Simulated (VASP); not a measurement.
# CaGe2Au2: interstitial Li from one void to a neighbouring one, part 4 of 5

How hard is this move in CaGe2Au2: interstitial Li from one void to a neighbouring one? Both ends are relaxed first, then a band of images between them. The start is a cell from a database of measured crystal structures.

VASP 6.6.1, plane waves and PAW; the level of theory is named at each step.

So far. Step 3 (Relax the start): The run ended after 18 ionic steps, 1.177 eV below its first step, once the forces on the free atoms met EDIFFG = -0.05. Step 4 (Relax the end): The run ended after 19 ionic steps, 1.215 eV below its first step, once the forces on the free atoms met EDIFFG = -0.05.

## Step 5: Nudged elastic band

Level of this step: PBEsol; plane waves and PAW (Au, Ge, Ca_pv, Li) (VASP).

Images on a straight line between the ends relax across the path, while springs keep them spaced along it.

INCAR

```
SYSTEM = LiCa4Ge8Au8
PREC = Normal
ENCUT = 280
EDIFF = 1E-05
NELM = 120
ISMEAR = 1
SIGMA = 0.15
LREAL = Auto
ALGO = Fast
GGA = PS
NBANDS = 97
LWAVE = .FALSE.
LCHARG = .FALSE.
IMAGES = 3
SPRING = -5
IBRION = 1
POTIM = 0.3
NSW = 60
EDIFFG = -0.05
ISYM = 0
ISIF = 0
```

POSCAR

```
LiCa4Ge8Au8
1.0
    0.0000000000      0.0000000000     10.3279839780
    4.4123825598     -4.4123825598      0.0000000000
    4.4123825598      4.4123825598    -10.3279839780
Au Ge Ca Li
8 8 4 1
Direct
    0.4968103008      0.2504128609      0.2495332247
    0.4995829168      0.2489240339      0.7496741535
    0.9984572558      0.7489766738      0.2492922973
    0.0159531296      0.7503140850      0.7495622628
    0.4970409297      0.7508957869      0.2501822564
    0.4869402473      0.7509721014      0.7490386611
    0.9946155342      0.2503574677      0.2491948631
    0.9964562414      0.2508736107      0.7497087783
    0.6177585616      0.0013839201      0.0020210953
    0.6235900073      0.9967399924      0.5041078115
    0.1153318609      0.5050774251      0.9959142487
    0.1146363698      0.4977557476      0.4986522228
    0.3858759537      0.0048000452      0.0044351075
    0.3778826612      0.9975801424      0.5002585109
    0.8741980530      0.5022554960      0.9965780901
    0.8765194486      0.4956843249      0.4946907326
    0.9539105234      0.9559982758      0.9543080075
    0.9987470833      0.0002487984      0.5000787770
    0.4974397005      0.4998766898      0.9991843762
    0.5454449184      0.5446319604      0.5449211559
    0.2467112921      0.2508614599      0.2492328620
```

KPOINTS

```
Automatic mesh
0
Gamma
3 3 3
0 0 0
```

00/POSCAR

```
LiCa4Ge8Au8
1.0
    0.0000000000      0.0000000000     10.3279839780
    4.4123825598     -4.4123825598      0.0000000000
    4.4123825598      4.4123825598    -10.3279839780
Au Ge Ca Li
8 8 4 1
Direct
    0.4968103008      0.2504128609      0.2495332247
    0.4995829168      0.2489240339      0.7496741535
    0.9984572558      0.7489766738      0.2492922973
    0.0159531296      0.7503140850      0.7495622628
    0.4970409297      0.7508957869      0.2501822564
    0.4869402473      0.7509721014      0.7490386611
    0.9946155342      0.2503574677      0.2491948631
    0.9964562414      0.2508736107      0.7497087783
    0.6177585616      0.0013839201      0.0020210953
    0.6235900073      0.9967399924      0.5041078115
    0.1153318609      0.5050774251      0.9959142487
    0.1146363698      0.4977557476      0.4986522228
    0.3858759537      0.0048000452      0.0044351075
    0.3778826612      0.9975801424      0.5002585109
    0.8741980530      0.5022554960      0.9965780901
    0.8765194486      0.4956843249      0.4946907326
    0.9539105234      0.9559982758      0.9543080075
    0.9987470833      0.0002487984      0.5000787770
    0.4974397005      0.4998766898      0.9991843762
    0.5454449184      0.5446319604      0.5449211559
    0.2467112921      0.2508614599      0.2492328620
```

01/POSCAR

```
LiCa4Ge8Au8
1.0
    0.0000000000      0.0000000000     10.3279839780
    4.4123825598     -4.4123825598      0.0000000000
    4.4123825598      4.4123825598    -10.3279839780
Au Ge Ca Li
8 8 4 1
Direct
    0.4965397416      0.2499676650      0.2496530211
    0.4962824676      0.2493191382      0.7500519287
    0.9985022711      0.7492813640      0.2502641828
    0.0115092857      0.7499215527      0.7502643896
    0.4967380318      0.7511592696      0.2499718180
    0.4893657576      0.7509358913      0.7486184350
    0.9956029106      0.2506230712      0.2493424210
    1.0014451516      0.2510493355      0.7502403934
    0.6180132574      0.0000473655      0.0022940711
    0.6242634096      0.9985036556      0.5047919476
    0.1156525280      0.5027485694      0.9966244882
    0.1140868498      0.4986295243      0.4986490660
    0.3857477744      0.0026147153      0.0043234985
    0.3783973226      0.9995762080      0.5008204793
    0.8740949584      0.5017585589      0.9968727885
    0.8760312224      0.4979568421      0.4947745822
    0.9539352259      0.9782452932      0.9548929317
    0.9987251574      0.0003516882      0.5003782946
    0.4976763867      0.4998114754      0.9995403678
    0.5454198062      0.5224084915      0.5451104393
    0.2471900579      0.1259456287      0.2499077558
```

02/POSCAR

```
LiCa4Ge8Au8
1.0
    0.0000000000      0.0000000000     10.3279839780
    4.4123825598     -4.4123825598      0.0000000000
    4.4123825598      4.4123825598    -10.3279839780
Au Ge Ca Li
8 8 4 1
Direct
    0.4962691824      0.2495224692      0.2497728174
    0.4929820185      0.2497142424      0.7504297039
    0.9985472864      0.7495860542      0.2512360683
    0.0070654418      0.7495290204      0.7509665164
    0.4964351340      0.7514227522      0.2497613797
    0.4917912678      0.7508996812      0.7481982090
    0.9965902871      0.2508886747      0.2494899790
    1.0064340618      0.2512250602      0.7507720085
    0.6182679531     -0.0012891891      0.0025670470
    0.6249368120      1.0002673188      0.5054760838
    0.1159731952      0.5004197137      0.9973347278
    0.1135373297      0.4995033010      0.4986459092
    0.3856195952      0.0004293853      0.0042118895
    0.3789119840      1.0015722735      0.5013824478
    0.8739918637      0.5012616218      0.9971674868
    0.8755429962      0.5002293593      0.4948584319
    0.9539599284      1.0004923106      0.9554778558
    0.9987032316      0.0004545780      0.5006778122
    0.4979130729      0.4997462610      0.9998963594
    0.5453946940      0.5001850226      0.5452997227
    0.2476688238      0.0010297975      0.2505826496
```

03/POSCAR

```
LiCa4Ge8Au8
1.0
    0.0000000000      0.0000000000     10.3279839780
    4.4123825598     -4.4123825598      0.0000000000
    4.4123825598      4.4123825598    -10.3279839780
Au Ge Ca Li
8 8 4 1
Direct
    0.4959986231      0.2490772734      0.2498926138
    0.4896815694      0.2501093466      0.7508074791
    0.9985923018      0.7498907443      0.2522079538
    0.0026215978      0.7491364882      0.7516686433
    0.4961322362      0.7516862349      0.2495509414
    0.4942167781      0.7508634711      0.7477779829
    0.9975776636      0.2511542782      0.2496375369
    1.0114229720      0.2514007850      0.7513036236
    0.6185226488     -0.0026257438      0.0028400228
    0.6256102144      1.0020309819      0.5061602199
    0.1162938624      0.4980908581      0.9980449673
    0.1129878096      0.5003770777      0.4986427524
    0.3854914159     -0.0017559446      0.0041002804
    0.3794266453      1.0035683391      0.5019444162
    0.8738887690      0.5007646846      0.9974621852
    0.8750547700      0.5025018765      0.4949422816
    0.9539846308      1.0227393281      0.9560627800
    0.9986813057      0.0005574678      0.5009773298
    0.4981497591      0.4996810466      1.0002523510
    0.5453695818      0.4779615536      0.5454890061
    0.2481475896     -0.1238860337      0.2512575434
```

04/POSCAR

```
LiCa4Ge8Au8
1.0
    0.0000000000      0.0000000000     10.3279839780
    4.4123825598     -4.4123825598      0.0000000000
    4.4123825598      4.4123825598    -10.3279839780
Au Ge Ca Li
8 8 4 1
Direct
    0.4957280639      0.2486320775      0.2500124102
    0.4863811202      0.2505044509      0.7511852543
    0.9986373171      0.7501954345      0.2531798393
   -0.0018222461      0.7487439559      0.7523707701
    0.4958293383      0.7519497176      0.2493405030
    0.4966422884      0.7508272610      0.7473577568
    0.9985650400      0.2514198817      0.2497850948
    1.0164118822      0.2515765098      0.7518352387
    0.6187773446     -0.0039622984      0.0031129986
    0.6262836167      1.0037946451      0.5068443560
    0.1166145295      0.4957620024      0.9987552068
    0.1124382896      0.5012508544      0.4986395956
    0.3853632366     -0.0039412745      0.0039886714
    0.3799413067      1.0055644047      0.5025063846
    0.8737856744      0.5002677475      0.9977568836
    0.8745665438      0.5047743937      0.4950261312
    0.9540093333      1.0449863455      0.9566477042
    0.9986593798      0.0006603576      0.5012768474
    0.4983864453      0.4996158322      1.0006083426
    0.5453444696      0.4557380847      0.5456782895
    0.2486263554     -0.2488018649      0.2519324372
```

The projector-augmented-wave data sets are Au, Ge, Ca_pv and Li (PBE family, release 64).

Started as:

```console
$ mpirun -np 3 vasp_std
```

The log of the run:

```text
[banner, memory and clock lines left out]
running    3 mpi-ranks, on    1 nodes
 each image running on    1 cores
 distrk:  each k-point on    1 cores,    1 groups
 distr:  one band on    1 cores,    1 groups

 POSCAR found type information on POSCAR AuGeCaLi
 01/POSCAR found :  4 types and      21 ions
 [... a notice as in an earlier step ...]

 LDA part: xc-table for (Slater+PW92), standard interpolation
 POSCAR found type information on POSCAR AuGeCaLi
 00/POSCAR found :  4 types and      21 ions
 POSCAR found type information on POSCAR AuGeCaLi
 04/POSCAR found :  4 types and      21 ions
 POSCAR, INCAR and KPOINTS ok, starting setup
 FFT: planning ... GRIDC
 FFT: planning ... GRID_SOFT
 FFT: planning ... GRID
 WAVECAR not read
 entering main loop
       N       E                     dE             d eps       ncg     rms          rms(c)
DAV:   1     0.144649059289E+04    0.14465E+04   -0.34312E+04  3253   0.137E+03
DAV:   2     0.249440076441E+03   -0.11971E+04   -0.11128E+04  2804   0.435E+02
DAV:   3    -0.562771668001E+02   -0.30572E+03   -0.28020E+03  3365   0.161E+02
DAV:   4    -0.965870185631E+02   -0.40310E+02   -0.38372E+02  4087   0.630E+01
DAV:   5    -0.985494355320E+02   -0.19624E+01   -0.19303E+01  4320   0.150E+01    0.254E+01
RMM:   6    -0.887945966944E+02    0.97548E+01   -0.64617E+01  4036   0.218E+01    0.185E+01
RMM:   7    -0.888673437417E+02   -0.72747E-01   -0.55243E+00  4289   0.687E+00    0.106E+01
RMM:   8    -0.887201532033E+02    0.14719E+00   -0.16110E+00  3909   0.394E+00    0.157E+00
RMM:   9    -0.886513336827E+02    0.68820E-01   -0.31610E-01  4064   0.200E+00    0.453E-01
RMM:  10    -0.886604141444E+02   -0.90805E-02   -0.15613E-01  4501   0.930E-01    0.455E-01
RMM:  11    -0.886596165092E+02    0.79764E-03   -0.33571E-02  3987   0.560E-01    0.229E-01
RMM:  12    -0.886602630142E+02   -0.64651E-03   -0.84142E-03  4636   0.254E-01    0.130E-01
RMM:  13    -0.886604082931E+02   -0.14528E-03   -0.63047E-03  4168   0.213E-01    0.115E-01
RMM:  14    -0.886602943354E+02    0.11396E-03   -0.11100E-03  4122   0.923E-02    0.621E-02
RMM:  15    -0.886602474280E+02    0.46907E-04   -0.47743E-04  4313   0.541E-02    0.206E-02
RMM:  16    -0.886602520399E+02   -0.46118E-05   -0.15143E-04  4003   0.270E-02    0.655E-03
WARNING in EDDRMM: call to ZHEGV failed, returncode =   6  3     57
RMM:  17    -0.886602549553E+02   -0.29154E-05   -0.40109E-05  2820   0.192E-02
   1 F= -.88660255E+02 E0= -.88653921E+02  d E =-.886603E+02
 BRION: g(F)=  0.160E+01 g(S)=  0.000E+00
 bond charge predicted
       N       E                     dE             d eps       ncg     rms          rms(c)
DAV:   1    -0.888136088581E+02   -0.15336E+00   -0.49896E+00  4343   0.977E+00    0.705E-01
RMM:   2    -0.888818724975E+02   -0.68264E-01   -0.72526E-01  4418   0.200E+00    0.299E-01
RMM:   3    -0.889115083449E+02   -0.29636E-01   -0.27770E-01  4396   0.928E-01    0.190E-01
RMM:   4    -0.889129910335E+02   -0.14827E-02   -0.17639E-02  4568   0.296E-01    0.183E-01
RMM:   5    -0.889129462937E+02    0.44740E-04   -0.24567E-03  4430   0.103E-01    0.102E-01
RMM:   6    -0.889129228037E+02    0.23490E-04   -0.14733E-03  4309   0.950E-02    0.576E-02
WARNING in EDDRMM: call to ZHEGV failed, returncode =   6  3     77
RMM:   7    -0.889128949249E+02    0.27879E-04   -0.24976E-04  3837   0.464E-02    0.184E-02
RMM:   8    -0.889128966631E+02   -0.17382E-05   -0.10520E-04  2729   0.275E-02    0.228E-02
WARNING in EDDRMM: call to ZHEGV failed, returncode =   6  3     67
RMM:   9    -0.889128992027E+02   -0.25396E-05   -0.38234E-05  2155   0.212E-02
   2 F= -.88912899E+02 E0= -.88906622E+02  d E =-.252644E+00
[...]
WARNING in EDDRMM: call to ZHEGV failed, returncode =   8  4     37
[... from here on, the cycles between the ionic steps are left out ...]
   3 F= -.89145705E+02 E0= -.89140040E+02  d E =-.232806E+00
   4 F= -.89227155E+02 E0= -.89222094E+02  d E =-.814500E-01
   5 F= -.89294933E+02 E0= -.89290929E+02  d E =-.677776E-01
[...]
WARNING in EDDRMM: call to ZHEGV failed, returncode =   6  3     42
   6 F= -.89355089E+02 E0= -.89352813E+02  d E =-.601560E-01
[...]
WARNING in EDDRMM: call to ZHEGV failed, returncode =   8  4     77
   7 F= -.89396630E+02 E0= -.89396088E+02  d E =-.415410E-01
[...]
WARNING in EDDRMM: call to ZHEGV failed, returncode =   6  3     39
WARNING in EDDRMM: call to ZHEGV failed, returncode =   8  4     32
WARNING in EDDRMM: call to ZHEGV failed, returncode =   8  4     65
   8 F= -.89422489E+02 E0= -.89423087E+02  d E =-.258588E-01
[...]
WARNING in EDDRMM: call to ZHEGV failed, returncode =   8  4     72
[...]
WARNING in EDDRMM: call to ZHEGV failed, returncode =   6  3     37
[...]
WARNING in EDDRMM: call to ZHEGV failed, returncode =   6  3     28
WARNING in EDDRMM: call to ZHEGV failed, returncode =   8  4     28
   9 F= -.89443104E+02 E0= -.89444456E+02  d E =-.206157E-01
[...]
WARNING in EDDRMM: call to ZHEGV failed, returncode =   8  4     49
WARNING in EDDRMM: call to ZHEGV failed, returncode =   8  4     47
  10 F= -.89463259E+02 E0= -.89465193E+02  d E =-.201543E-01
[...]
WARNING in EDDRMM: call to ZHEGV failed, returncode =   8  4     63
WARNING in EDDRMM: call to ZHEGV failed, returncode =   8  4     69
[...]
WARNING in EDDRMM: call to ZHEGV failed, returncode =   6  3     30
WARNING in EDDRMM: call to ZHEGV failed, returncode =   8  4     60
[...]
WARNING in EDDRMM: call to ZHEGV failed, returncode =   8  4     53
  11 F= -.89476585E+02 E0= -.89478806E+02  d E =-.133261E-01
[...]
WARNING in EDDRMM: call to ZHEGV failed, returncode =   6  3     30
[...]
WARNING in EDDRMM: call to ZHEGV failed, returncode =   8  4     75
[...]
WARNING in EDDRMM: call to ZHEGV failed, returncode =   6  3     75
  12 F= -.89541575E+02 E0= -.89545130E+02  d E =-.649897E-01
  13 F= -.89569969E+02 E0= -.89574092E+02  d E =-.283942E-01
  14 F= -.89609863E+02 E0= -.89614868E+02  d E =-.398940E-01
  15 F= -.89662257E+02 E0= -.89668539E+02  d E =-.523946E-01
[...]
WARNING in EDDRMM: call to ZHEGV failed, returncode =   6  3     65
  16 F= -.89674476E+02 E0= -.89680854E+02  d E =-.122189E-01
[...]
WARNING in EDDRMM: call to ZHEGV failed, returncode =   6  3     74
  17 F= -.89695207E+02 E0= -.89701280E+02  d E =-.207308E-01
[...]
WARNING in EDDRMM: call to ZHEGV failed, returncode =   6  3     28
WARNING in EDDRMM: call to ZHEGV failed, returncode =   6  3     25
  18 F= -.89705051E+02 E0= -.89710462E+02  d E =-.984412E-02
  19 F= -.89709549E+02 E0= -.89714425E+02  d E =-.449766E-02
[...]
WARNING in EDDRMM: call to ZHEGV failed, returncode =   6  3     61
  20 F= -.89712236E+02 E0= -.89716739E+02  d E =-.268724E-02
  21 F= -.89715559E+02 E0= -.89719616E+02  d E =-.332262E-02
[...]
WARNING in EDDRMM: call to ZHEGV failed, returncode =   8  4     72
[...]
WARNING in EDDRMM: call to ZHEGV failed, returncode =   6  3     24
  22 F= -.89717348E+02 E0= -.89720990E+02  d E =-.178891E-02
[...]
WARNING in EDDRMM: call to ZHEGV failed, returncode =   8  4     38
  23 F= -.89718612E+02 E0= -.89722096E+02  d E =-.126419E-02
[...]
WARNING in EDDRMM: call to ZHEGV failed, returncode =   6  3     38
[...]
WARNING in EDDRMM: call to ZHEGV failed, returncode =   6  3     51
WARNING in EDDRMM: call to ZHEGV failed, returncode =   6  3     72
WARNING in EDDRMM: call to ZHEGV failed, returncode =   6  3     54
WARNING in EDDRMM: call to ZHEGV failed, returncode =   8  4     54
[...]
WARNING in EDDRMM: call to ZHEGV failed, returncode =   6  3     68
WARNING in EDDRMM: call to ZHEGV failed, returncode =   6  3     45
  24 F= -.89718661E+02 E0= -.89722261E+02  d E =-.491610E-04
[...]
WARNING in EDDRMM: call to ZHEGV failed, returncode =   6  3     27
  25 F= -.89718718E+02 E0= -.89722340E+02  d E =-.570388E-04
[...]
WARNING in EDDRMM: call to ZHEGV failed, returncode =   6  3     40
WARNING in EDDRMM: call to ZHEGV failed, returncode =   6  3     46
[...]
WARNING in EDDRMM: call to ZHEGV failed, returncode =   6  3     40
  26 F= -.89719490E+02 E0= -.89723056E+02  d E =-.771754E-03
 BRION: g(F)=  0.183E-02 g(S)=  0.000E+00 retain N=  4 mean eig= 2.64
 eig:   3.480  3.056  3.056  0.973
 bond charge predicted
       N       E                     dE             d eps       ncg     rms          rms(c)
DAV:   1    -0.896990721477E+02    0.20414E-01   -0.56985E+00  3394   0.793E+00    0.262E-01
RMM:   2    -0.897161516055E+02   -0.17079E-01   -0.17720E-01  3982   0.205E+00    0.108E-01
RMM:   3    -0.897238484121E+02   -0.76968E-02   -0.74322E-02  4649   0.997E-01    0.112E-01
RMM:   4    -0.897244779343E+02   -0.62952E-03   -0.71261E-03  4245   0.293E-01    0.120E-01
RMM:   5    -0.897245985281E+02   -0.12059E-03   -0.17615E-03  4587   0.132E-01    0.124E-01
WARNING in EDDRMM: call to ZHEGV failed, returncode =   8  4     49
WARNING in EDDRMM: call to ZHEGV failed, returncode =   8  4     31
RMM:   6    -0.897249395392E+02   -0.34101E-03   -0.58189E-04  4349   0.763E-02    0.196E-01
RMM:   7    -0.897247095131E+02    0.23003E-03   -0.66719E-03  4522   0.234E-01    0.192E-01
RMM:   8    -0.897242736939E+02    0.43582E-03   -0.85408E-04  3452   0.933E-02    0.247E-02
RMM:   9    -0.897243344971E+02   -0.60803E-04   -0.75873E-04  4055   0.810E-02    0.570E-02
RMM:  10    -0.897242938400E+02    0.40657E-04   -0.32296E-04  3408   0.564E-02    0.346E-02
RMM:  11    -0.897242943359E+02   -0.49593E-06   -0.49428E-05  3379   0.266E-02
  27 F= -.89724294E+02 E0= -.89727671E+02  d E =-.480460E-02
 BRION: g(F)=  0.119E-02 g(S)=  0.000E+00
 BRIONS problems: POTIM should be increased
 retain N=  1 mean eig=11.28
 eig:  11.282
 reached required accuracy - stopping structural energy minimisation
```

Wall time 68 min (3 MPI ranks of AMD EPYC 9R45, shared host); peak memory 0.96 GiB.

(Continued in part 5 of 5.)

[Lines on the potential files, build, host, timing and source positions are cut from VASP's logs without a mark.]

[Logs are printed without paths, hosts, clocks, repeated set-up lines and the standing remarks that a program may print on its own settings, such as how far it seeks lower states.]

[Hosts, paths, dates, database ids (printed as entryN), source tags and the programs' standing remarks are cut or masked in the printed files.]

[Runs that stopped without an error message from VASP are left out.]
